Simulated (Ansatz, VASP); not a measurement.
# Two plane-wave programs on NaAu

```
Na Au
1.0
     2.13503    1.23266    3.49154
    -2.13503    1.23266    3.49154
     0.00000   -2.46532    3.49154
Na Au
1 1
Direct
  0.50000 0.50000 0.50000
  0.00000 0.00000 0.00000
```

Alike in both runs: functional PBE; k mesh 12 × 12 × 12; occupations gaussian, width 0.02 eV; no spin polarisation.

Ansatz relaxed the structure, and its values are those at the end. VASP's run is a single point on that final structure, the one shown.

```csv
,VASP,Ansatz
version,VASP 6.6.1,Ansatz 0.2.0
potentials or method,"VASP PAW PBE potentials, release 64 (Na_pv, Au)","scalar-relativistic, plane waves, PAW"
plane-wave cutoff (eV),520,420
valence electrons in the cell,18,28
```

Ansatz gave:

- gap on the k mesh at the Fermi level (eV): 1.10
- least direct gap on the mesh (eV): 1.64
- pressure (GPa): 0.0

Task: Estimate VASP's values.

Result: gap on the k mesh at the Fermi level (eV): 1.11; least direct gap on the mesh (eV): 1.65; pressure (GPa): 0.0.

The functional is the same, so the differences come from potentials, cutoffs and numerics. The two sets of potentials don't hold the same shells in valence.

Caveats: spin-orbit coupling is left out, which moves the levels of the heavy elements. A k mesh can miss the band edges.
